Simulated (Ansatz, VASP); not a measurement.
## Cross-check of Al3GaO6 (amorphous (Al0.75Ga0.25)2O3) between VASP and Ansatz

One calculation is typed for both programs; each brings its own data sets. How far apart do they land? Of the first pair: The structure shown is the start of the Ansatz relaxation below; VASP solves that cell, so the two are compared at the walk's first step.

Program: Ansatz 0.2.0. Level of theory: plane waves, with VASP 6.6.1 beside it; single point at PBE. Results are calculated unless marked as measured.

### Step 1. The starting structure

The cell holds 80 atoms: 24 Al, 8 Ga and 48 O. Cell: a = 9.727 Å, b = 9.727 Å, c = 9.727 Å, α = 90.0°, β = 90.0°, γ = 90.0°. 80 atoms (24 Al, 8 Ga, 48 O) packed at random and pushed apart as soft spheres at 3.56 g/cm^3; MD (Langevin at fixed volume unless said) with the MACE-MP-0b2 small potential (Batatia et al., arXiv:2401.00096), steps of 2 fs: 0.7 ps at 3000 K, 3000 to 1800 K in 0.7 ps, 1800 to 300 K in 2 ps; then atoms relaxed.

### Step 2. Ansatz: relaxation, PBE

Ansatz runs on its default PAW (the set named soft_2) files.

The two programs are compared at the cell with which this relaxation starts, whose forces are those of its first step.

Input file input.yaml:

```yaml
crystal:
  lattice:
    - [9.72667, 0.0, 0.0]
    - [0.0, 9.72667, 0.0]
    - [0.0, 0.0, 9.72667]
  atoms:
    - { symbol: Al, position: [0.61645, 0.30134, 0.13035] }
    - { symbol: Al, position: [0.38367, 0.75707, 0.58807] }
    - { symbol: Al, position: [0.40062, 0.55716, 0.00243] }
    - { symbol: Al, position: [0.76374, 0.06785, 0.92413] }
    - { symbol: Al, position: [0.38772, 0.10575, 0.13492] }
    - { symbol: Al, position: [0.74522, 0.01871, 0.44797] }
    - { symbol: Al, position: [0.7515, 0.82913, 0.17683] }
    - { symbol: Al, position: [0.48404, 0.19381, 0.42264] }
    - { symbol: Al, position: [0.52543, 0.82226, 0.03742] }
    - { symbol: Al, position: [0.9764, 0.3053, 0.83047] }
    - { symbol: Al, position: [0.47204, 0.67938, 0.28565] }
    - { symbol: Al, position: [0.94963, 0.80034, 0.42232] }
    - { symbol: Al, position: [0.73609, 0.30438, 0.63351] }
    - { symbol: Al, position: [0.79567, 0.54915, 0.22701] }
    - { symbol: Al, position: [0.93797, 0.30827, 0.14359] }
    - { symbol: Al, position: [0.06523, 0.87619, 0.93696] }
    - { symbol: Al, position: [0.529, 0.02496, 0.66794] }
    - { symbol: Al, position: [0.81101, 0.8742, 0.7223] }
    - { symbol: Al, position: [0.10287, 0.58937, 0.12982] }
    - { symbol: Al, position: [0.19962, 0.27738, 0.60448] }
    - { symbol: Al, position: [0.95281, 0.27431, 0.45859] }
    - { symbol: Al, position: [0.16749, 0.09842, 0.40045] }
    - { symbol: Al, position: [0.22242, 0.35095, 0.94233] }
    - { symbol: Al, position: [0.98137, 0.52395, 0.61081] }
    - { symbol: Ga, position: [0.88207, 0.61885, 0.91203] }
    - { symbol: Ga, position: [0.60728, 0.61047, 0.76746] }
    - { symbol: Ga, position: [0.23021, 0.85017, 0.26196] }
    - { symbol: Ga, position: [0.3284, 0.04025, 0.86156] }
    - { symbol: Ga, position: [0.20999, 0.58604, 0.44884] }
    - { symbol: Ga, position: [0.54013, 0.49884, 0.47264] }
    - { symbol: Ga, position: [0.51606, 0.31699, 0.86762] }
    - { symbol: Ga, position: [0.96825, 0.03473, 0.19523] }
    - { symbol: O, position: [0.23743, 0.49088, 0.06376] }
    - { symbol: O, position: [0.37952, 0.52135, 0.36831] }
    - { symbol: O, position: [0.57464, 0.32047, 0.52056] }
    - { symbol: O, position: [0.91117, 0.93408, 0.85908] }
    - { symbol: O, position: [0.28782, 0.03971, 0.27083] }
    - { symbol: O, position: [0.78134, 0.69824, 0.76478] }
    - { symbol: O, position: [0.17757, 0.94934, 0.82494] }
    - { symbol: O, position: [0.31189, 0.20404, 0.4783] }
    - { symbol: O, position: [0.82821, 0.88519, 0.54037] }
    - { symbol: O, position: [0.95712, 0.48685, 0.78727] }
    - { symbol: O, position: [0.82893, 0.21961, 0.77979] }
    - { symbol: O, position: [0.0755, 0.93421, 0.38153] }
    - { symbol: O, position: [0.42326, 0.97047, 0.01735] }
    - { symbol: O, position: [0.63117, 0.56926, 0.32007] }
    - { symbol: O, position: [0.5423, 0.65109, 0.59281] }
    - { symbol: O, position: [0.41193, 0.89766, 0.69246] }
    - { symbol: O, position: [0.62586, 0.19578, 0.97924] }
    - { symbol: O, position: [0.44114, 0.16337, 0.75224] }
    - { symbol: O, position: [0.37954, 0.70779, 0.12341] }
    - { symbol: O, position: [0.14603, 0.67776, 0.2837] }
    - { symbol: O, position: [0.85908, 0.72402, 0.2835] }
    - { symbol: O, position: [0.07109, 0.16069, 0.5447] }
    - { symbol: O, position: [0.57928, 0.81458, 0.22027] }
    - { symbol: O, position: [0.50734, 0.20074, 0.24144] }
    - { symbol: O, position: [0.7002, 0.90904, 0.01821] }
    - { symbol: O, position: [0.30348, 0.19827, 0.00507] }
    - { symbol: O, position: [0.37023, 0.7918, 0.40329] }
    - { symbol: O, position: [0.80128, 0.17887, 0.49755] }
    - { symbol: O, position: [0.97491, 0.48383, 0.20523] }
    - { symbol: O, position: [0.15205, 0.28317, 0.77616] }
    - { symbol: O, position: [0.64496, 0.42105, 0.75835] }
    - { symbol: O, position: [0.766, 0.62669, 0.05992] }
    - { symbol: O, position: [0.1116, 0.41752, 0.51581] }
    - { symbol: O, position: [0.00977, 0.67492, 0.52983] }
    - { symbol: O, position: [0.02451, 0.20914, 0.29012] }
    - { symbol: O, position: [0.09481, 0.92214, 0.11228] }
    - { symbol: O, position: [0.03979, 0.33377, 0.99571] }
    - { symbol: O, position: [0.04628, 0.69335, 0.9804] }
    - { symbol: O, position: [0.36529, 0.4372, 0.85066] }
    - { symbol: O, position: [0.52617, 0.43382, 0.05489] }
    - { symbol: O, position: [0.88246, 0.13987, 0.06025] }
    - { symbol: O, position: [0.80419, 0.98035, 0.28091] }
    - { symbol: O, position: [0.68061, 0.99573, 0.7565] }
    - { symbol: O, position: [0.50511, 0.68665, 0.90584] }
    - { symbol: O, position: [0.85411, 0.41544, 0.53934] }
    - { symbol: O, position: [0.76858, 0.35493, 0.20698] }
    - { symbol: O, position: [0.25838, 0.63702, 0.62212] }
    - { symbol: O, position: [0.56673, 0.04304, 0.48836] }
kpoints:
  mp_grid: { grid: [1, 1, 1] }
hamiltonian:
  xc: pbe
scf:
  occupations: { method: fermi_dirac, width: 0.025 }
output:
  forces: true
relax:
  f_tol: 0.04
  max_steps: 250
  cell: {}
```

The run is started by

```console
ansatz run input.yaml --threads 4 --pin off --max-ram 8192MiB --backend cpu --events-out ev --progress --plain --runs-dir out
```

Numbers of over 12 decimals in the logs are rounded to 6 here.

The program printed:

```text
Engine: ansatz 0.2.0, aarch64-unknown-linux-gnu
Pseudopotentials: kind: paw
Pseudopotential: Al, paw, valence charge 3, recommended cutoff 420 eV (normal), Al.paw.azcp
Pseudopotential: Ga, paw, valence charge 13, recommended cutoff 420 eV (normal), Ga.paw.azcp
Pseudopotential: O, paw, valence charge 6, recommended cutoff 420 eV (normal), O.paw.azcp
Functional definition: PBE
  parameter kappa = 0.804
  parameter beta = 0.066725
  exchange = pbe_x(kappa = kappa, mu = beta*pi^2/3)
  correlation = pbe_c(beta = beta)
Crystal: 80 atoms, lattice volume = 920.222 Å³
Basis set: ecut = 420 eV, 17941 PW (Γ), exchange–correlation on 144×144×144 points (8 copies of the dense FFT grid, shifted against one another)
Bands: 312, of which v1, the nominal top of the filled ones, is band 232 counted from 1 (231 counted from 0)
Symmetry: 1 space group operations
Space group: P1 (ITA 1), of the structure as read, at distance tolerance 9.7e-5 Å
k-points: 1
Non-local potential: Al, projectors of the file, l = 0: 2, l = 1: 2, l = 2: 1
Non-local potential: Ga, projectors of the file, l = 0: 2, l = 1: 2, l = 2: 3, l = 3: 1
Non-local potential: O, projectors of the file, l = 0: 2, l = 1: 2, l = 2: 1
PAW form: soft (Blöchl's): semilocal exchange-correlation on the pseudo side does not see the compensation charge
PAW one-centre angular grid: Al, 110 points (default); XC on 64 Gauss nodes
PAW one-centre angular grid: Ga, 590 points (default); XC on 64 Gauss nodes
PAW one-centre angular grid: O, 110 points (default); XC on 64 Gauss nodes
Initial density: superposition of atomic densities (neutral atoms: chi_scale 0, normalization atom), corrected by the library's trained network
Initial wavefunctions: pseudopotential atomic-orbital guess
Functional: x = pbe(κ = 0.804, μ = 0.219515), c = pbe(β = 0.066725)
SCF iter   1: F=—  HF=-70483.515766 eV  |F-HF|=—  |Δ(HF+E_count)|=         —  Δρ=2.69e-3  dr2=7.49e-2  ethr=1.77e-3  ⟨swp⟩=6.0  Hψ=1364  notcnv=0  defer=27
preconditioner: auto → Resta (q_TF=auto, 2.434 Å⁻¹)  ε∞=3.6  [insulator: Δε(μ)=2.438 eV  Ē_g=16.258 eV  σ=0.025 eV  W_gap=1.00  n_scr=250 (ndim 8)  ℏωp=26.4 eV  f_vac=0.070  D(μ)=0.00/eV (n_scr^D=0)  ε∞_Penn≈3.6]
SCF iter   2: F=—  HF=-70483.512131 eV  |F-HF|=—  |Δ(HF+E_count)|=   3.63e-3  Δρ=1.41e-3  dr2=1.64e-2  ethr=1.61e-5  ⟨swp⟩=2.0  Hψ=597  notcnv=0  defer=74
SCF iter   3: F=—  HF=-70483.515163 eV  |F-HF|=—  |Δ(HF+E_count)|=   3.03e-3  Δρ=5.83e-4  dr2=4.89e-3  ethr=3.53e-6  ⟨swp⟩=2.0  Hψ=385  notcnv=0  defer=74
SCF iter   4: F=—  HF=-70483.515930 eV  |F-HF|=—  |Δ(HF+E_count)|=   7.67e-4  Δρ=1.77e-4  dr2=3.26e-4  ethr=1.05e-6  ⟨swp⟩=2.0  Hψ=438  notcnv=0  defer=74
SCF iter   5: F=—  HF=-70483.516099 eV  |F-HF|=—  |Δ(HF+E_count)|=   1.69e-4  Δρ=1.32e-4  dr2=1.29e-4  ethr=7.02e-8  ⟨swp⟩=2.0  Hψ=460  notcnv=0  defer=74
SCF iter   6: F=—  HF=-70483.516107 eV  |F-HF|=—  |Δ(HF+E_count)|=   8.18e-6  Δρ=2.67e-5  dr2=7.03e-6  ethr=2.78e-8  ⟨swp⟩=2.0  Hψ=452  notcnv=0  defer=74
SCF iter   7: F=—  HF=-70483.516989 eV  |F-HF|=—  |Δ(HF+E_count)|=   8.82e-4  Δρ=1.82e-5  dr2=2.55e-6  ethr=1.52e-9  ⟨swp⟩=2.0  Hψ=470  notcnv=0  defer=74
SCF iter   8: F=—  HF=-70483.516989 eV  |F-HF|=—  |Δ(HF+E_count)|=   3.43e-7  Δρ=5.97e-6  dr2=3.20e-7  ethr=5.49e-10  ⟨swp⟩=2.0  Hψ=453  notcnv=0  defer=74
SCF iter   9: F=-70483.516990 eV  HF=-70483.516990 eV  |F-HF|=1.70e-8  |Δ(HF+E_count)|=   2.41e-7  Δρ=2.19e-6  dr2=4.59e-8  ethr=2.16e-11  ⟨swp⟩=4.0  Hψ=965  notcnv=0
SCF 1 converged in 9 iterations: F = -70483.516990 eV  dr2 = 4.59e-8
  greatest PAW one-centre occupation: 0.998 electrons in one spin orbital (limit 2), on the Ga atom at site 26 (counted from 0), in its partial waves of l = 2
relax step   1: F+E_penalty+E_count = -70483.51698971 eV  Δ(F+E_penalty+E_count) = +0.000e0 eV  max|allowed force component| = 2.451e-1 eV/Å  Δτ_max = 0.0000 Å  P = +3.733 GPa  Ω = 920.222 Å³  (9 SCF iters, dr2 threshold 1.00e-7 eV, accepted)
Crystal: 80 atoms, lattice volume = 935.597 Å³
Basis set: ecut = 420 eV, 18269 PW (Γ), exchange–correlation on 144×144×144 points (8 copies of the dense FFT grid, shifted against one another)
Initial density: handed on by an earlier stage of this run
Initial wavefunctions: those handed on with the density
iter 1 solved again at ethr=4.17e-5 eV; its pass at ethr=3.10e-3 eV (dr2=1.93e-1 eV) is discarded
SCF iter   1: F=—  HF=-70484.139973 eV  |F-HF|=—  |Δ(HF+E_count)|=         —  Δρ=6.22e-3  dr2=1.95e-1  ethr=4.17e-5  ⟨swp⟩=10.0  Hψ=1460  notcnv=0
preconditioner: auto → Resta (q_TF=auto, 2.427 Å⁻¹)  ε∞=3.6  [insulator: Δε(μ)=2.315 eV  Ē_g=16.128 eV  σ=0.025 eV  W_gap=1.00  n_scr=246 (ndim 8)  ℏωp=26.2 eV  f_vac=0.079  D(μ)=0.00/eV (n_scr^D=0)  ε∞_Penn≈3.6]
SCF iter   2: F=—  HF=-70484.097375 eV  |F-HF|=—  |Δ(HF+E_count)|=   4.26e-2  Δρ=2.95e-3  dr2=4.06e-2  ethr=4.17e-5  ⟨swp⟩=2.0  Hψ=548  notcnv=0  defer=74
[...]
atom  51  O      0.00116707     0.00416667    -0.00156991
  atom  52  O      0.00242483    -0.00041430     0.00357404
  atom  53  O      0.00023323     0.00188777    -0.00235462
  atom  54  O      0.00166959    -0.00274486    -0.00089069
  atom  55  O     -0.00137641    -0.00094611     0.00012009
  atom  56  O      0.00007517     0.00193040     0.00051017
  atom  57  O      0.00228636     0.00264516     0.00097075
  atom  58  O      0.00198471     0.00161830     0.00163104
  atom  59  O     -0.00244114     0.00454086    -0.00698564
  atom  60  O     -0.00033369    -0.00336021     0.00116342
  atom  61  O     -0.00139900    -0.00085803     0.00041194
  atom  62  O     -0.00257786    -0.00143815     0.00199441
  atom  63  O      0.00192532     0.00026827     0.00117385
  atom  64  O     -0.00135932     0.00090548    -0.00037272
  atom  65  O     -0.00079197    -0.00173011     0.00125275
  atom  66  O      0.00010373     0.00036137    -0.00046913
  atom  67  O      0.00048816     0.00006638    -0.00194281
  atom  68  O     -0.00233446    -0.00118602    -0.00164392
  atom  69  O     -0.00015401    -0.00360573    -0.00005318
  atom  70  O      0.00089115     0.00034192     0.00033226
  atom  71  O      0.00135598    -0.00134339    -0.00018265
  atom  72  O     -0.00084425    -0.00086759     0.00041959
  atom  73  O      0.00165696     0.00035484    -0.00102300
  atom  74  O     -0.00072156     0.00022925    -0.00151665
  atom  75  O      0.00162905    -0.00143132    -0.00017304
  atom  76  O      0.00019377    -0.00065360     0.00108811
  atom  77  O     -0.00054540    -0.00181580    -0.00048115
  atom  78  O     -0.00107209    -0.00162434    -0.00078292
  atom  79  O     -0.00265085    -0.00124992     0.00267583
  atom  80  O      0.00226195    -0.00150059    -0.00159176
  max |Σ_I F_I| component: 4.88e-5 eV/Å
--- Stress (GPa, compression-positive) ---
        0.009080       0.008840       0.003812
        0.008835      -0.007588      -0.007990
        0.003797      -0.007981      -0.001832
  P = ⅓ Tr σ = -0.0001 GPa (-0.001 kbar)
--- Relaxed structure (20 steps of the walk, 17 accepted, 3 SCFs on fresh bases) ---
  F+E_penalty+E_count = -70485.39641541 eV   max|allowed force component| = 8.498e-3 eV/Å   (the final SCF, on the basis selected at the relaxed cell)
  cell:  # Å, volume = 966.4811 Å³
    - [10.110430, 0.248143, 0.255845]
    - [0.248143, 9.874439, -0.353976]
    - [0.255845, -0.353976, 9.706402]
  atoms:
    - { symbol: Al, position: [0.599188, 0.306838, 0.134350] }
    - { symbol: Al, position: [0.385589, 0.771164, 0.599099] }
    - { symbol: Al, position: [0.381768, 0.553680, 0.021332] }
    - { symbol: Al, position: [0.740211, 0.057974, 0.934954] }
    - { symbol: Al, position: [0.379853, 0.108697, 0.136901] }
    - { symbol: Al, position: [0.756003, 0.021732, 0.440088] }
    - { symbol: Al, position: [0.753016, 0.818747, 0.172466] }
    - { symbol: Al, position: [0.492714, 0.189550, 0.433447] }
    - { symbol: Al, position: [0.539077, 0.826228, 0.030997] }
    - { symbol: Al, position: [0.981773, 0.323854, 0.815874] }
    - { symbol: Al, position: [0.472552, 0.694100, 0.292308] }
    - { symbol: Al, position: [0.967488, 0.788271, 0.418377] }
    - { symbol: Al, position: [0.746826, 0.317559, 0.627413] }
    - { symbol: Al, position: [0.788353, 0.556393, 0.223902] }
    - { symbol: Al, position: [0.919506, 0.308564, 0.124450] }
    - { symbol: Al, position: [0.087557, 0.843233, 0.935639] }
    - { symbol: Al, position: [0.562081, 0.019204, 0.680271] }
    - { symbol: Al, position: [0.839414, 0.832735, 0.693646] }
    - { symbol: Al, position: [0.085093, 0.577283, 0.148367] }
    - { symbol: Al, position: [0.197034, 0.296884, 0.588795] }
    - { symbol: Al, position: [0.941700, 0.265399, 0.432071] }
    - { symbol: Al, position: [0.194229, 0.067717, 0.422081] }
    - { symbol: Al, position: [0.217526, 0.343909, 0.944986] }
    - { symbol: Al, position: [0.978230, 0.531523, 0.607260] }
    - { symbol: Ga, position: [0.888075, 0.656256, 0.903973] }
    - { symbol: Ga, position: [0.597799, 0.605568, 0.773857] }
    - { symbol: Ga, position: [0.219059, 0.840149, 0.247029] }
    - { symbol: Ga, position: [0.341135, 0.030193, 0.860896] }
    - { symbol: Ga, position: [0.226595, 0.601661, 0.457806] }
    - { symbol: Ga, position: [0.537405, 0.502505, 0.464865] }
    - { symbol: Ga, position: [0.512634, 0.317783, 0.867690] }
    - { symbol: Ga, position: [0.952036, 0.039967, 0.169523] }
    - { symbol: O, position: [0.227532, 0.479440, 0.084939] }
    - { symbol: O, position: [0.385502, 0.534719, 0.365613] }
    - { symbol: O, position: [0.577467, 0.328683, 0.507420] }
    - { symbol: O, position: [0.940282, 0.836020, 0.842848] }
    - { symbol: O, position: [0.283392, 0.029563, 0.262113] }
    - { symbol: O, position: [0.754942, 0.690539, 0.761889] }
    - { symbol: O, position: [0.193824, 0.938745, 0.844885] }
    - { symbol: O, position: [0.323164, 0.184555, 0.496712] }
    - { symbol: O, position: [0.841265, 0.901156, 0.526032] }
    - { symbol: O, position: [0.960103, 0.502648, 0.784468] }
    - { symbol: O, position: [0.848495, 0.245264, 0.751246] }
    - { symbol: O, position: [0.096870, 0.921484, 0.401462] }
    - { symbol: O, position: [0.434339, 0.970682, 0.016405] }
    - { symbol: O, position: [0.628418, 0.584355, 0.324679] }
    - { symbol: O, position: [0.518152, 0.637547, 0.609523] }
    - { symbol: O, position: [0.443661, 0.900741, 0.710188] }
    - { symbol: O, position: [0.618523, 0.197211, 0.979169] }
    - { symbol: O, position: [0.460820, 0.155702, 0.764517] }
    - { symbol: O, position: [0.351402, 0.713095, 0.151157] }
    - { symbol: O, position: [0.120145, 0.674642, 0.312785] }
    - { symbol: O, position: [0.854241, 0.726478, 0.291329] }
    - { symbol: O, position: [0.079463, 0.190815, 0.507878] }
    - { symbol: O, position: [0.578181, 0.806517, 0.206497] }
    - { symbol: O, position: [0.497542, 0.200604, 0.245693] }
[...]
- { symbol: O, position: [0.874517, 0.128512, 0.028986] }
    - { symbol: O, position: [0.800891, 0.980769, 0.262898] }
    - { symbol: O, position: [0.714619, 0.986580, 0.758977] }
    - { symbol: O, position: [0.494978, 0.675993, 0.928608] }
    - { symbol: O, position: [0.867325, 0.418316, 0.526188] }
    - { symbol: O, position: [0.752046, 0.367547, 0.179544] }
    - { symbol: O, position: [0.238181, 0.692986, 0.624548] }
    - { symbol: O, position: [0.583683, 0.045759, 0.497038] }
```

(Part 1 of 3 ends here.)

[Lines on the potential files, build, host, timing and source positions are cut from VASP's logs without a mark.]

[Logs are printed without paths, hosts, clocks, repeated set-up lines and the standing remarks that a program may print on its own settings, such as how far it seeks lower states.]

[Hosts, paths, dates, database ids (printed as entryN), source tags and the programs' standing remarks are cut or masked in the printed files.]
